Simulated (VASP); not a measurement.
A run of VASP 6.6.1 is set up as follows.

INCAR

```
PREC = Accurate
ENCUT = 520
EDIFF = 1E-7
ISMEAR = 0
SIGMA = 0.05
LREAL = False
LASPH = True
NELM = 150
ALGO = Fast
ISIF = 2
LWAVE = False
LCHARG = False
ISPIN = 2
MAGMOM = 2.5 2.5 2.5 2.5 0 0 0 0
LORBIT = 11
LMAXMIX = 4
GGA = PE
NBANDS = 58
```

Contents of KPOINTS:

```
regular mesh
0
Gamma
  4 4 4
```

POSCAR

```
FeGe
1.0
    4.6610544733      0.0000000000      0.0000000000
    0.0000000000      4.6610544733      0.0000000000
    0.0000000000      0.0000000000      4.6610544733
Fe Ge
4 4
Direct
    0.1349906379      0.1349906379      0.1349906379
    0.3650093621      0.8650093621      0.6349906379
    0.6349906379      0.3650093621      0.8650093621
    0.8650093621      0.6349906379      0.3650093621
    0.8417193714      0.8417193714      0.8417193714
    0.6582806286      0.1582806286      0.3417193714
    0.3417193714      0.6582806286      0.1582806286
    0.1582806286      0.3417193714      0.6582806286
```

Potentials or basis: VASP PAW PBE potentials, release 64 (Fe, Ge_d).

Command:

```bash
$ cat potpaw_PBE.64/Fe/POTCAR potpaw_PBE.64/Ge_d/POTCAR > POTCAR
$ mpirun -np 1 vasp_std > vasp.out
```

(1) What does it give for the largest force?

(2) Estimate the band gap on the k mesh.

(3) What does it give for the net moment?

(4) Predict the site moments.

Results:

(1) 0.011 eV/Å.

(2) none (metal or under the smearing width).

(3) 4.13 μB per cell.

(4) Fe +1.15; Ge -0.08 μB.
